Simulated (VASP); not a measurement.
Here is the system:

```
AsB
1.0
    3.36860     0.00000     0.00000
   -1.68430     2.91730     0.00000
    0.00000     0.00000     5.57596
B As
2 2
Direct
  0.33333   0.66667   0.37467
  0.66667   0.33333   0.87467
  0.33333   0.66667   0.00033
  0.66667   0.33333   0.50033
```

Level of theory: r2SCAN meta-GGA, VASP's PBE PAW potentials (set 64) (plane waves; VASP 6.6.1). Run with 520 eV cut-off, 9×9×5 Γ-centred mesh, tetrahedra with Blöchl corrections, potentials B As.

Give the energies of bands 3 to 11 at the high-symmetry points, in eV from the valence-band maximum.

```csv
band,Γ,M,K,A,L,H
3,-9.44,-9.12,-7.98,-5.49,-9.26,-9.05
4,-2.21,-7.66,-7.98,-5.49,-9.26,-9.05
5,-2.21,-6.45,-7.34,-1.34,-3.55,-6.34
6,-0.38,-4.47,-5.01,-1.34,-3.55,-6.34
7,0.00,-4.13,-5.01,-1.34,-3.50,-2.98
8,0.00,-2.18,-4.77,-1.34,-3.50,-2.98
9,2.42,1.33,1.57,3.14,1.98,2.99
10,2.88,3.95,6.65,3.14,1.98,2.99
11,2.88,4.57,6.65,4.39,3.04,5.26
```

The gap is indirect, 1.33 eV, from the valence maximum at Γ to the conduction minimum at M.

The structure comes from a computed database's BAs entry (P6_3mc); how it stands against other phases isn't given here. It was relaxed first.
